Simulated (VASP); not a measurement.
Method: PBE GGA, VASP's PBE PAW potentials (set 64) (plane waves; VASP).

A VASP calculation is set up with these files.

**POSCAR**
```
Cd
3.0055010
  0.4999999913  -0.8660254897   0.0000000000
  0.4999999913   0.8660254897   0.0000000000
  0.0000000000   0.0000000000   1.9740540924
Cd
2
Cart
  0.4999999913   0.2886757406   0.4935135231
  0.4999999913  -0.2886757406   1.4805405693
```

KPOINTS:
```
kpoints
0
Gamma
  16 16 7
0 0 0
```

INCAR:
```
SYSTEM = Cd
PREC = Accurate
ENCUT = 520
EDIFF = 1E-7
NELM = 100
ALGO = Normal
LREAL = .FALSE.
LASPH = .TRUE.
ISMEAR = -5
GGA = PE
LMAXMIX = 4
LWAVE = .FALSE.
LCHARG = .TRUE.
LORBIT = 11
NEDOS = 601
ISIF = 2
```

POTCAR, in this order: Cd (PBE.64 set). Program: vasp_std.

Output

### OUTCAR
```
 ion  position               nearest neighbor table
   1  0.333  0.667  0.250-   2 3.44   2 3.44   2 3.44   2 3.44   2 3.44   2 3.44
   2  0.667  0.333  0.750-   1 3.44   1 3.44   1 3.44   1 3.44   1 3.44   1 3.44
  LATTYP: Found a hexagonal cell.
 ALAT       =     3.0055012105
 C/A-ratio  =     1.9740539541
 Subroutine PRICEL returns:
 Original cell was already a primitive cell.
 Subroutine GETGRP returns: Found 24 space group operations
The static configuration has the point symmetry D_3d.
 The point group associated with its full space group is D_6h.
The dynamic configuration has the point symmetry D_3d.
 Subroutine INISYM returns: Found 24 space group operations
 Subroutine IBZKPT returns following result:
 Found    120 irreducible k-points:

 Following reciprocal coordinates:
            Coordinates               Weight
  0.000000  0.000000  0.000000      1.000000
  0.062500  0.000000  0.000000      6.000000
  0.125000  0.000000  0.000000      6.000000
  0.187500  0.000000  0.000000      6.000000
  0.250000  0.000000  0.000000      6.000000
  0.312500  0.000000  0.000000      6.000000
  0.375000  0.000000  0.000000      6.000000
  0.437500  0.000000  0.000000      6.000000
  0.500000  0.000000  0.000000      3.000000
  0.062500  0.062500  0.000000      6.000000
  0.125000  0.062500  0.000000     12.000000
  0.187500  0.062500  0.000000     12.000000
  0.250000  0.062500  0.000000     12.000000
  0.312500  0.062500  0.000000     12.000000
  0.375000  0.062500  0.000000     12.000000
  0.437500  0.062500  0.000000     12.000000
  0.125000  0.125000  0.000000      6.000000
  0.187500  0.125000  0.000000     12.000000
  0.250000  0.125000  0.000000     12.000000
  0.312500  0.125000  0.000000     12.000000
  0.375000  0.125000  0.000000     12.000000
  0.437500  0.125000  0.000000      6.000000
...
```

File OSZICAR:
```
       N       E                     dE             d eps       ncg     rms          rms(c)
DAV:   1     0.166239689495E+03    0.16624E+03   -0.13347E+04  3840   0.149E+03
DAV:   2     0.194518027223E+01   -0.16429E+03   -0.16108E+03  3944   0.371E+02
DAV:   3    -0.157167852255E+01   -0.35169E+01   -0.35114E+01  4720   0.645E+01
DAV:   4    -0.157599255738E+01   -0.43140E-02   -0.43182E-02  4488   0.203E+00
DAV:   5    -0.157600577990E+01   -0.13223E-04   -0.13237E-04  4832   0.101E-01    0.388E+00
DAV:   6    -0.149080564614E+01    0.85200E-01   -0.26385E-01  4072   0.648E+00    0.315E+00
DAV:   7    -0.148790125393E+01    0.29044E-02   -0.26923E-02  4264   0.166E+00    0.158E+00
DAV:   8    -0.148871911351E+01   -0.81786E-03   -0.34645E-03  4216   0.808E-01    0.886E-02
DAV:   9    -0.148876762046E+01   -0.48507E-04   -0.43819E-05  4944   0.769E-02    0.342E-02
DAV:  10    -0.148880643394E+01   -0.38813E-04   -0.37195E-05  4216   0.698E-02    0.384E-03
DAV:  11    -0.148880687983E+01   -0.44588E-06   -0.28720E-08  3808   0.155E-03    0.175E-03
DAV:  12    -0.148880755709E+01   -0.67726E-06   -0.34421E-08  2672   0.164E-03    0.151E-04
DAV:  13    -0.148880748832E+01    0.68772E-07   -0.11147E-09  2248   0.427E-04
   1 F= -.14888075E+01 E0= -.14888075E+01  d E =0.000000E+00
```

OUTCAR:
```
------------------------ aborting loop because EDIFF is reached ----------------------------------------
  FORCE on cell =-STRESS in cart. coord.  units (eV):
  Direction    XX          YY          ZZ          XY          YZ          ZX
  --------------------------------------------------------------------------------------
  Total        0.1998166      0.1998167     -0.2617608      0.0000000      0.0000000      0.0000000
  in kB        6.8976610      6.8976626     -9.0359699      0.0000000      0.0000000      0.0000000
  external PRESSURE =       1.5864512 kB  Pullay stress =       0.0000000 kB
  volume of cell :       46.41
      direct lattice vectors                 reciprocal lattice vectors
     1.502750474 -2.602840475  0.000000000     0.332723236 -0.192097827  0.000000000
     1.502750474  2.602840475  0.000000000     0.332723236  0.192097827  0.000000000
     0.000000000  0.000000000  5.933021549     0.000000000  0.000000000  0.168548183
 POSITION                                       TOTAL-FORCE (eV/Angst)
 -----------------------------------------------------------------------------------
      1.50275      0.86762      1.48326         0.000000      0.000000      0.000000
      1.50275     -0.86762      4.44977        -0.000000     -0.000000      0.000000
 -----------------------------------------------------------------------------------
    total drift:                               -0.000000      0.000204      0.000001
  FREE ENERGIE OF THE ION-ELECTRON SYSTEM (eV)
  ---------------------------------------------------
  free  energy   TOTEN  =        -1.4888074883 eV

  energy  without entropy=       -1.4888074883  energy(sigma->0) =       -1.48880749

 total charge

# of ion       s       p       d       tot
------------------------------------------
    1        0.529   0.282   9.486  10.296
    2        0.529   0.282   9.486  10.296
--------------------------------------------------
tot          1.058   0.563  18.971  20.592
```
(Selected blocks of OUTCAR.)

For a metal the tetrahedron method with Blöchl corrections gives inexact stress and forces.

The compound is Cd in the hcp structure. It was relaxed first, which changed the volume by +7 %.
